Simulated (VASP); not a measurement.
```xyz
2
Lattice="0.0000 3.6020 3.6020 3.6020 0.0000 3.6020 3.6020 3.6020 0.0000" Properties=species:S:1:pos:R:3 pbc="T T T"
Pb     0.0000     0.0000     0.0000
Te     1.8010     1.8010     1.8010
```

Level of theory: PBEsol GGA, VASP's PBE PAW potentials (set 64) (plane waves; VASP). Run with 500 eV cut-off, 6×6×6 Γ-centred mesh, Gaussian smearing of 0.050 eV, potentials Pb_d Te.

Problem. Predict the energy per atom (σ→0).

Solution. 
```yaml
energy per atom (σ→0): -371.3 kJ/mol of atoms
```

The structure was generated: PbTe was put into the zinc blende type (F-43m), which need not be its known phase. It was relaxed first, which changed the volume by +33 %.
